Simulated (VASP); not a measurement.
VASP input:

**INCAR**
```
AGGAC = 0.0
ALGO = Normal
EDIFF = 1E-7
ENCUT = 520
GGA = CX
ISIF = 2
ISMEAR = 1
LASPH = .TRUE.
LCHARG = .FALSE.
LMAXMIX = 4
LREAL = .FALSE.
LUSE_VDW = .TRUE.
LWAVE = .FALSE.
NELM = 100
PREC = Accurate
SIGMA = 0.1
SYSTEM = CoAl
```

POSCAR:
```
CoAl
1
    2.7714970448     0.0000000000     0.0000000000
    0.0000000000     2.7714970448     0.0000000000
    0.0000000000     0.0000000000     2.7714970448
Al Co
1 1
Direct
  0.5000000000   0.5000000000   0.5000000000
  0.0000000000   0.0000000000   0.0000000000
```

File KPOINTS:
```
K-points
0
G
13 13 13
```

POTCAR, in this order: Al Co (PBE.64 set). Program: vasp_std.

Problem. Translate this vdW-DF-cx calculation to Quantum ESPRESSO's pw.x.

Solution. One equivalent input (not run):
```
&CONTROL
  calculation = 'scf'
  pseudo_dir = './pseudo'
  outdir = './out'
  tprnfor = .true.
  tstress = .true.
/
&SYSTEM
  ibrav = 0
  nat = 2
  ntyp = 2
  ecutwfc = 96
  occupations = 'smearing'
  smearing = 'methfessel-paxton'
  degauss = 0.00735
  input_dft = 'vdw-df-cx'
/
&ELECTRONS
  conv_thr = 7.3e-09
  electron_maxstep = 100
/
ATOMIC_SPECIES
  Al 26.982 Al.upf
  Co 58.933 Co.upf
CELL_PARAMETERS angstrom
     2.7714970    0.0000000    0.0000000
     0.0000000    2.7714970    0.0000000
     0.0000000    0.0000000    2.7714970
ATOMIC_POSITIONS crystal
  Al   0.5000000  0.5000000  0.5000000
  Co   0.0000000  0.0000000  0.0000000
K_POINTS automatic
  13 13 13 0 0 0
```
Limits of the translation: the potentials are each code's own (VASP's PAW set, PseudoDojo norm-conserving files in pw.x), so ENCUT and ecutwfc are chosen apart and not converted; conv_thr bounds pw.x's estimated SCF error, while EDIFF bounds the energy change between steps.

The compound is CoAl in the CsCl type structure. This cell is one point of a volume scan, at 0.94 of the reference volume.
